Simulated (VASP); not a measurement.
Energy against volume of CoAl (CsCl type). Method: PBEsol GGA, VASP's PBE PAW potentials (set 64) (plane waves; VASP 6.6.1).

| V (Å³/atom) | E (eV/atom) |
|---|---|
| 10.574 | -6.51361 |
| 10.912 | -6.53436 |
| 11.249 | -6.54076 |
| 11.587 | -6.53491 |
| 11.924 | -6.51860 |

**Question.** Fit a third-order Birch-Murnaghan equation of state.

**Answer.** 
- volume per atom = 11.25 Å³/atom
- bulk modulus = 1930 kbar
- pressure derivative of the bulk modulus = 4.27
- lattice constant a = 2.823 Å

Measured: bulk modulus 162 GPa (computed value off by +19.4 %), a 2.861 Å (computed value off by -1.3 %), as given by Yamada et al., (2019), arXiv:1910.09660. The calculation is for a static lattice, while the measured bulk modulus, a hold thermal and zero-point effects, which are part of the difference.

The compound is CoAl in the CsCl type structure. It was relaxed first. The run is not spin-polarised, so no magnetic state was tried.
